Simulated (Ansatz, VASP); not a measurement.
**One calculation of Al3Rh2, two programs**

```
Al Rh
1.0
     4.03141    0.00000    0.00000
    -2.01571    3.49131    0.00000
     0.00000    0.00000    4.95043
Al Rh
3 2
Direct
  0.00000 0.00000 0.74540
  0.00000 0.00000 0.25460
  0.66667 0.33333 0.00000
  0.66667 0.33333 0.50000
  0.33333 0.66667 0.00000
```

Change from the starting cell: species swapped into the Fe3Ge2 type (P-6m2, No. 187).

Alike in both runs: task relaxation of cell and atoms; functional PBE; k mesh 6 × 6 × 4; occupations gaussian, width 0.1 eV; no spin polarisation.

|  | VASP | Ansatz |
| --- | --- | --- |
| version | VASP 6.6.1 | Ansatz 0.2.0 |
| potentials or method | VASP PAW PBE potentials, release 64 (Al, Rh_pv) | scalar-relativistic, plane waves, PAW |
| plane-wave cutoff (eV) | 600 | 420 |
| valence electrons in the cell | 39 | 43 |

|  | VASP | Ansatz | Ansatz less VASP |
| --- | --- | --- | --- |
| gap on the k mesh at the Fermi level, each at its own relaxed structure (eV) | none | none | - |
| relaxed volume (Å³/atom) | 15.64 | 15.61 | -0.031 |
| relaxed cell length with the largest relative difference (Å) | 5.279 | 5.273 | -0.0060 |
| energy change over the relaxation (meV/atom) | -103 | -103 | -0.2 |

A gap of «none» marks a metal or a gap that the smearing closes. The two sets of potentials don't hold the same shells in valence.
